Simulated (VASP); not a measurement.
A convergence study with VASP on SnO2 (rutile): one setting is varied, all else stays as given below, so the limit is that of these other settings. Each run relaxes cell and ions from the cell shown.

```yaml
crystal:
  lattice:
    - [4.74000, 0.00000, 0.00000]
    - [0.00000, 4.74000, 0.00000]
    - [0.00000, 0.00000, 3.19000]
  atoms:
    - { symbol: Sn, position: [0.00000, 0.00000, 0.00000] }
    - { symbol: Sn, position: [0.50000, 0.50000, 0.50000] }
    - { symbol: O, position: [0.30700, 0.30700, 0.00000] }
    - { symbol: O, position: [0.80700, 0.19300, 0.50000] }
    - { symbol: O, position: [0.19300, 0.80700, 0.50000] }
    - { symbol: O, position: [0.69300, 0.69300, 0.00000] }
```

Method: LDA (Ceperley-Alder, Perdew-Zunger), VASP's LDA PAW potentials (set 64) (plane waves; VASP). The tightest run used: 700 eV cut-off, 7×7×11 Γ-centred mesh, Gaussian smearing of 0.050 eV, potentials Sn_d O.

Unless said otherwise, spin-orbit coupling is left out, though it shifts the bands of the heavy elements here. Gaps are read on the run's mesh, which can miss a band edge.

```tsv
setting	relaxed volume (Å³/atom)	E (eV/atom)	gap on the mesh (eV)	irreducible k-points
1×1×2 mesh	11.703	-6.9045	1.309	2
2×2×3 mesh	11.878	-7.0349	1.154	6
2×2×4 mesh	11.890	-7.0445	1.160	9
```

These are the cheaper rows. Estimate the results at 7×7×11 mesh, and how far the last row shown lies from them.

```json
[
 {"quantity": "relaxed volume (Å³/atom)", "tightest run": "11.901", "last row shown is off by": "-0.011"},
 {"quantity": "E (eV/atom)", "tightest run": "-7.0513", "last row shown is off by": "0.0068"},
 {"quantity": "gap on the mesh (eV)", "tightest run": "1.153", "last row shown is off by": "0.007"}
]
```

Left out are rungs that failed or repeat a setting and relaxations that didn't move; long series are thinned to 24 rows.

The compound is SnO2 in the rutile structure.
